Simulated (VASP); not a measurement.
An input for Ansatz (written as the equivalent of a VASP run, and not itself run):

Ansatz 0.2 input:
```yaml
crystal:
  lattice:
    - [0.0000000, 2.9176492, 2.9176492]
    - [2.9176492, 0.0000000, 2.9176492]
    - [2.9176492, 2.9176492, 0.0000000]
  atoms:
    - { symbol: Mg, position: [0.0000000, 0.0000000, 0.0000000] }
    - { symbol: Te, position: [0.2500000, 0.2500000, 0.2500000] }
kpoints:
  mp_grid: { grid: [8, 8, 8] }
hamiltonian:
  xc: pbesol
  pseudopotentials: { kind: paw }
scf:
  occupations: { method: gaussian, width: 0.05 }
  max_iter: 100
relax:
  max_steps: 40
  f_tol: 0.02
  cell: { p_target: 30 }
output: { forces: true, stress: true, eigenvalues: true }
```

Translate this input to VASP (INCAR, KPOINTS, POSCAR, choice of POTCAR).

Several could match; the one computed here: 
INCAR:
```
ALGO  =  Normal
EDIFF  =  1E-6
EDIFFG  =  -0.02
ENCUT  =  500
GGA  =  PS
IBRION  =  2
ISIF  =  3
ISMEAR  =  0
LASPH  =  .TRUE.
LCHARG  =  .FALSE.
LMAXMIX  =  4
LREAL  =  .FALSE.
LWAVE  =  .FALSE.
NELM  =  100
NSW  =  40
PREC  =  Accurate
PSTRESS  =  300
SIGMA  =  0.05
SYSTEM  =  MgTe
```

POSCAR:
```
MgTe
1
    0.0000000000     2.9176491625     2.9176491625
    2.9176491625     0.0000000000     2.9176491625
    2.9176491625     2.9176491625     0.0000000000
Mg Te
1 1
Direct
  0.0000000000   0.0000000000   0.0000000000
  0.2500000000   0.2500000000   0.2500000000
```

KPOINTS:
```
Automatic
0
gamma
 8 8 8
0 0 0
```

POTCAR, in this order: Mg Te (PBE.64 set). Program: vasp_std.

What does not carry over: each code has its own PAW files, so the cut-off isn't converted (ENCUT is set for VASP's; basis.ecutwfc is left out, and Ansatz then takes the one that its files recommend); Ansatz stops its SCF on the density residual and VASP on the energy change (EDIFF).

The compound is MgTe in the zinc blende structure, whereas wurtzite is the usual form. This run relaxes it under an external pressure of 30 GPa. Symmetry was kept, so distortions that lower it aren't found.
